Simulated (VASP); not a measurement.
Input of a VASP 6.6.1 run:

The input INCAR:

```
PREC = Accurate ; ENCUT = 600
EDIFF = 1E-6 ; ISMEAR = 0
SIGMA = 0.1 ; LREAL = F
LASPH = T ; NELM = 80
ALGO = Fast ; ISIF = 3
LWAVE = F ; LCHARG = F
GGA = PE ; IBRION = 2
NSW = 100 ; EDIFFG = -0.01
```

The input KPOINTS:

```
regular mesh
0
Gamma
  8 8 8
```

The input POSCAR:

```
YHfF3
1.0
    4.4347293659      0.0000000000      0.0000000000
    0.0000000000      4.4347293659      0.0000000000
    0.0000000000      0.0000000000      4.4347293659
Y Hf F
1 1 3
Direct
    0.5000000000      0.5000000000      0.5000000000
    0.0000000000      0.0000000000      0.0000000000
    0.5000000000      0.0000000000      0.0000000000
    0.0000000000      0.5000000000      0.0000000000
    0.0000000000      0.0000000000      0.5000000000
```

Potentials or basis: VASP PAW PBE potentials, release 64 (Y_sv, Hf_pv, F).

The run is started by

```bash
$ cat potpaw_PBE.64/Y_sv/POTCAR potpaw_PBE.64/Hf_pv/POTCAR potpaw_PBE.64/F/POTCAR > POTCAR
$ mpirun -np 1 vasp_std > vasp.out
```

(1) Predict the relaxed cell.

(2) What does it give for the relaxed volume?

(3) Estimate the space group after relaxing (to 0.05 Å).

Results:

(1) a = 4.396 Å, b = 4.396 Å, c = 4.396 Å, α = 90.00°, β = 90.00°, γ = 90.00°.

(2) 16.99 Å³/atom.

(3) Pm-3m (No. 221).
